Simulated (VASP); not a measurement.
Input for VASP

File POSCAR:
```
FeAl
1.0
  2.8626843745   0.0000000000   0.0000000000
  0.0000000000   2.8626843745   0.0000000000
  0.0000000000   0.0000000000   2.8626843745
Al Fe
1 1
Cart
  1.4313421873   1.4313421873   1.4313421873
  0.0000000000   0.0000000000   0.0000000000
```

### INCAR
```
SYSTEM = FeAl
PREC = Accurate
ENCUT = 480
EDIFF = 1E-7
NELM = 100
ALGO = Normal
LREAL = .FALSE.
LASPH = .TRUE.
ISMEAR = 1
SIGMA = 0.1
GGA = PE
LMAXMIX = 4
LWAVE = .FALSE.
LCHARG = .FALSE.
ISIF = 3
IBRION = 2
NSW = 40
EDIFFG = -0.01
PSTRESS = 10
```

**KPOINTS**
```
Automatic mesh
0
Gamma
12 12 12
0 0 0
```

POTCAR, in this order: Al Fe (PBE.64 set). Program: vasp_std.

Translate this PBE calculation to Ansatz.

One equivalent input (not run):
Ansatz 0.2 input:
```yaml
crystal:
  lattice:
    - [2.8626844, 0.0000000, 0.0000000]
    - [0.0000000, 2.8626844, 0.0000000]
    - [0.0000000, 0.0000000, 2.8626844]
  atoms:
    - { symbol: Al, position: [0.5000000, 0.5000000, 0.5000000] }
    - { symbol: Fe, position: [0.0000000, 0.0000000, 0.0000000] }
kpoints:
  mp_grid: { grid: [12, 12, 12] }
hamiltonian:
  xc: pbe
  pseudopotentials: { kind: paw }
scf:
  occupations: { method: methfessel_paxton, width: 0.1 }
  max_iter: 100
relax:
  max_steps: 40
  f_tol: 0.01
  cell: { p_target: 1 }
output: { forces: true, stress: true, eigenvalues: true }
```
Limits of the translation: each code has its own PAW files, so the cut-off isn't converted (ENCUT is set for VASP's; basis.ecutwfc is left out, and Ansatz then takes the one that its files recommend); Ansatz stops its SCF on the density residual and VASP on the energy change (EDIFF).

The compound is FeAl in the CsCl type structure. It was relaxed first under an external pressure of 1 GPa.
